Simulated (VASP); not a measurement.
Data:

```xyz
2
Lattice="0.0000 1.7835 1.7835 1.7835 0.0000 1.7835 1.7835 1.7835 0.0000" Properties=species:S:1:pos:R:3 pbc="T T T"
C      0.0000     0.0000     0.0000
C      0.8918     0.8918     0.8918
```

All values below come from vdW-DF2, VASP's PBE PAW potentials (set 64) (plane waves; VASP). Run with 520 eV cut-off, 11×11×11 Γ-centred mesh, Gaussian smearing of 0.050 eV, potentials C.

Energy and stress use the plane-wave basis of the starting cell.

The ions, cell shape and volume are relaxed. What does this cell relax into?

```xyz
2
Lattice="0.0000 1.8033 1.8033 1.8033 0.0000 1.8033 1.8033 1.8033 0.0000" Properties=species:S:1:pos:R:3 pbc="T T T"
C      0.0000     0.0000     0.0000
C      0.9017     0.9017     0.9017
```
Space group Fd-3m (227), at a tolerance of 0.03 Å.

How do energy and volume change from the first to the last step?

The energy (σ→0) changes by -8.1 meV/atom and the volume by +3.4 %, in 3 ionic steps.

The compound is C in the diamond structure. This run relaxes it. Symmetry was kept, so distortions that lower it aren't found.
